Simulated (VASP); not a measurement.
VASP ran on this input.

**POSCAR**
```
Na2S
6.540
  0.0000000000   0.5000000000   0.5000000000
  0.5000000000   0.0000000000   0.5000000000
  0.5000000000   0.5000000000   0.0000000000
Na S
2 1
Direct
  0.2500000000   0.2500000000   0.2500000000
  0.7500000000   0.7500000000   0.7500000000
  0.0000000000   0.0000000000   0.0000000000
```

### INCAR
```
EDIFF = 1E-6   # SCF stop (eV)
LASPH = .True.
GGA = PE   # PBE
LWAVE = .False.
ISMEAR = 0   # Gaussian
LCHARG = .False.
ISIF = 2   # forces and stress, cell fixed
PREC = Accurate
NELM = 100
AMIX = 0.05
ENCUT = 400   # plane-wave cut-off (eV)
SYSTEM = Na2S
BMIX = 0.0001
ALGO = Normal
SIGMA = 0.05
IMIX = 1
LREAL = .False.
```

File KPOINTS:
```
Automatic mesh
0
Gamma
6 6 6
0 0 0
```

POTCAR, in this order: Na_pv S (PBE.64 set). Program: vasp_std.

### Question
Write an equivalent input for Ansatz.

### Answer
One equivalent input (not run):
Ansatz 0.2 input:
```yaml
crystal:
  lattice:
    - [0.0000000, 3.2700000, 3.2700000]
    - [3.2700000, 0.0000000, 3.2700000]
    - [3.2700000, 3.2700000, 0.0000000]
  atoms:
    - { symbol: Na, position: [0.2500000, 0.2500000, 0.2500000] }
    - { symbol: Na, position: [0.7500000, 0.7500000, 0.7500000] }
    - { symbol: S, position: [0.0000000, 0.0000000, 0.0000000] }
kpoints:
  mp_grid: { grid: [6, 6, 6] }
hamiltonian:
  xc: pbe
  pseudopotentials: { kind: paw }
scf:
  occupations: { method: gaussian, width: 0.05 }
  max_iter: 100
output: { forces: true, stress: true, eigenvalues: true }
```
The two are equivalent in intent, not identical: each code has its own PAW files, so the cut-off isn't converted (ENCUT is set for VASP's; basis.ecutwfc is left out, and Ansatz then takes the one that its files recommend); Ansatz stops its SCF on the density residual and VASP on the energy change (EDIFF).

The compound is Na2S in the antifluorite structure. The cell was not relaxed at this level. The run is one of a series of settings (AMIX = 0.05, BMIX = 0.0001, IMIX = 1 against the base run), some of them coarse on purpose.
